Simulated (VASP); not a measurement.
Here is the system:

```
AlAs
1.0
    0.00000     2.84924     2.84924
    2.84924     0.00000     2.84924
    2.84924     2.84924     0.00000
Al As
1 1
Direct
  0.00000   0.00000   0.00000
  0.25000   0.25000   0.25000
```

Computed with PBE GGA with D3 dispersion (zero damping), VASP's PBE PAW potentials (set 64) (plane waves; VASP). Numerical set-up: 520 eV cut-off, Gaussian smearing of 0.050 eV, potentials Al As.

Question: Give the energies of bands 2 to 7 at the high-symmetry points, in eV from the valence-band maximum.

Answer: 
| band | Γ | X | U | L | W |
|---|---|---|---|---|---|
| 2 | 0.00 | -5.36 | -5.12 | -5.48 | -5.04 |
| 3 | 0.00 | -2.13 | -3.33 | -0.81 | -3.10 |
| 4 | 0.00 | -2.13 | -1.77 | -0.81 | -2.76 |
| 5 | 1.90 | 1.47 | 2.25 | 2.07 | 4.32 |
| 6 | 4.25 | 2.29 | 4.93 | 4.67 | 5.54 |
| 7 | 4.25 | 10.18 | 8.08 | 4.67 | 5.63 |

The gap is indirect, 1.47 eV, from the valence maximum at Γ to the conduction minimum at X.

Measured: gap 2.28 eV (computed value off by -0.81 eV), as given by Wei Chen et al., Physical Review Materials (2018), doi:10.1103/physrevmaterials.2.073803 [zero-point renormalisation of 0.04 eV added back (the table's ZPR column)].

The compound is AlAs in the zinc blende structure. It was relaxed first.
